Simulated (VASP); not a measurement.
Consider the following.

```xyz
5
Lattice="3.3758 0.0000 0.0000 -1.6879 2.9235 0.0000 0.0000 0.0000 5.7674" Properties=species:S:1:pos:R:3 pbc="T T T"
Mg     3.3758     0.0000     5.7674
Al     1.6879     0.9745     2.0190
Al     0.0000     1.9490     3.7484
C      0.0000     1.9490     1.5530
C      1.6879     0.9745     4.2144
```

Method: PBEsol GGA, VASP's PBE PAW potentials (set 64) (plane waves; VASP). Run with 520 eV cut-off, 8×8×5 Γ-centred mesh, tetrahedra with Blöchl corrections, potentials Mg Al C.

The cores are frozen, which limits the accuracy of field gradients.

**Question.** Give the principal components of the electric field gradient (V/Å²) and the asymmetry η at each nucleus.

**Answer.** 
```json
[
 {"atom": "Mg1", "Vxx": "1.6", "Vyy": "1.6", "Vzz": "-3.3", "η": "0.00"},
 {"atom": "Al2", "Vxx": "-11.9", "Vyy": "-11.9", "Vzz": "23.8", "η": "0.00"},
 {"atom": "Al3", "Vxx": "-11.9", "Vyy": "-11.9", "Vzz": "23.8", "η": "0.00"},
 {"atom": "C4", "Vxx": "-4.7", "Vyy": "-4.7", "Vzz": "9.3", "η": "0.00"},
 {"atom": "C5", "Vxx": "-4.7", "Vyy": "-4.7", "Vzz": "9.3", "η": "0.00"}
]
```

The structure comes from a computed database's Al2MgC2 entry (P-3m1); how it stands against other phases isn't given here. It was relaxed first.
